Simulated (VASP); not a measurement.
Method: PBEsol GGA, VASP's PBE PAW potentials (set 64) (plane waves; VASP).

A VASP calculation is set up with these files.

File POSCAR:
```
CoAl
1
    2.7995175972     0.0000000000     0.0000000000
    0.0000000000     2.7995175972     0.0000000000
    0.0000000000     0.0000000000     2.7995175972
Al Co
1 1
Direct
  0.5000000000   0.5000000000   0.5000000000
  0.0000000000   0.0000000000   0.0000000000
```

**KPOINTS**
```
kpoints
0
G
  13 13 13
0 0 0
```

INCAR:
```
ALGO=Normal   # blocked Davidson
ENCUT=500   # plane-wave cut-off (eV)
LREAL=.False.
PSTRESS=100   # kbar
LMAXMIX=4   # l cut-off of mixed one-centre charges
EDIFFG=-0.02   # ionic stop
EDIFF=1E-6   # SCF stop (eV)
LASPH=.True.   # aspherical one-centre terms
SIGMA=0.1   # width (eV)
GGA=PS
SYSTEM=CoAl
ISMEAR=1
PREC=Accurate
LWAVE=.False.
IBRION=2   # conjugate gradients
LCHARG=.False.
NSW=40
ISIF=3
NELM=100
```

POTCAR, in this order: Al Co (PBE.64 set). Program: vasp_std.

Energy and stress use the plane-wave basis of the starting cell.

Problem. What does the run give for the energy per atom (σ→0), volume per atom, band gap (on the k-mesh)?

Solution. 
```json
{
  "energy per atom (σ→0)": "-629.6 kJ/mol of atoms",
  "band gap (on the k-mesh)": "none (metal, semimetal or under 0.01 eV)",
  "volume_per_atom": "10.73 Å^3/atom"
}
```

### OSZICAR
```
...
DAV:   2    -0.133392193530E+02   -0.15765E+00   -0.50449E+00  1888   0.339E+01    0.421E+00
DAV:   3    -0.130540337884E+02    0.28519E+00   -0.20042E+00  1896   0.221E+01    0.527E-01
DAV:   4    -0.130508757089E+02    0.31581E-02   -0.75058E-03  1690   0.949E-01    0.209E-01
DAV:   5    -0.130503725880E+02    0.50312E-03   -0.17232E-03  2488   0.498E-01    0.369E-02
DAV:   6    -0.130503799452E+02   -0.73572E-05   -0.34396E-05  1742   0.862E-02    0.869E-03
DAV:   7    -0.130503788734E+02    0.10718E-05   -0.19201E-06  1060   0.244E-02    0.215E-03
DAV:   8    -0.130503789390E+02   -0.65550E-07   -0.29340E-07   840   0.821E-03
   3 F= -.11711005E+02 E0= -.11710824E+02  d E =-.744117E-02
```

The compound is CoAl in the CsCl type structure. This run relaxes it under an external pressure of 10 GPa. Symmetry was kept, so distortions that lower it aren't found. The run is not spin-polarised, so no magnetic state was tried.
